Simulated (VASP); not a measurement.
Computed with LDA (Ceperley-Alder, Perdew-Zunger), VASP's LDA PAW potentials (set 64) (plane waves; VASP).

VASP ran on this input.

File POSCAR:
```
AuZn
1
    3.1610420917     0.0000000000     0.0000000000
    0.0000000000     3.1610420917     0.0000000000
    0.0000000000     0.0000000000     3.1610420917
Zn Au
1 1
Direct
  0.5000000000   0.5000000000   0.5000000000
  0.0000000000   0.0000000000   0.0000000000
```

INCAR:
```
# general
SYSTEM   =  AuZn
PREC     =  Accurate
ENCUT    =  520   # plane-wave cut-off (eV)
LREAL    =  F
LASPH    =  T

# electronic loop
EDIFF    =  1E-7   # SCF stop (eV)
NELM     =  100
ALGO     =  Normal
LMAXMIX  =  6   # l cut-off of mixed one-centre charges

# smearing
ISMEAR   =  1   # Methfessel-Paxton
SIGMA    =  0.1

# ions
ISIF     =  2   # forces and stress, cell fixed

# output
LWAVE    =  F
LCHARG   =  F
```

### KPOINTS
```
K-points
0
gamma
12 12 12
0 0 0
```

POTCAR, in this order: Zn Au (LDA.64 set). Program: vasp_std.

Unless said otherwise, spin-orbit coupling is left out, though it shifts the bands of the heavy elements here.

**Question.** What does the run give for the energy per atom (σ→0), pressure, band gap (on the k-mesh)?

**Answer.** 
The energy per atom (σ→0) is -3.358 eV/atom. The band gap (on the k-mesh) is none (metal, semimetal or under 0.01 eV). The pressure is -79.1 kbar.

File OSZICAR:
```
...
DAV:   6    -0.675855098674E+01    0.49278E+00   -0.17571E+00  2583   0.160E+01    0.529E+00
DAV:   7    -0.672681665164E+01    0.31734E-01   -0.35346E-02  3506   0.401E+00    0.283E+00
DAV:   8    -0.671545508145E+01    0.11362E-01   -0.10821E-02  3115   0.128E+00    0.137E-01
DAV:   9    -0.671547127860E+01   -0.16197E-04   -0.46019E-04  2850   0.264E-01    0.698E-02
DAV:  10    -0.671546590468E+01    0.53739E-05   -0.42531E-05  3143   0.102E-01    0.161E-02
DAV:  11    -0.671546500012E+01    0.90456E-06   -0.76217E-06  2905   0.664E-02    0.327E-03
DAV:  12    -0.671546499223E+01    0.78894E-08   -0.14444E-07  1893   0.958E-03
   1 F= -.67154650E+01 E0= -.67153333E+01  d E =-.395137E-03
```

The compound is AuZn in the CsCl type structure. This cell is one point of a volume scan, at 1.06 of the reference volume. The electron count is odd and the run is not spin-polarised, which forces a metal.
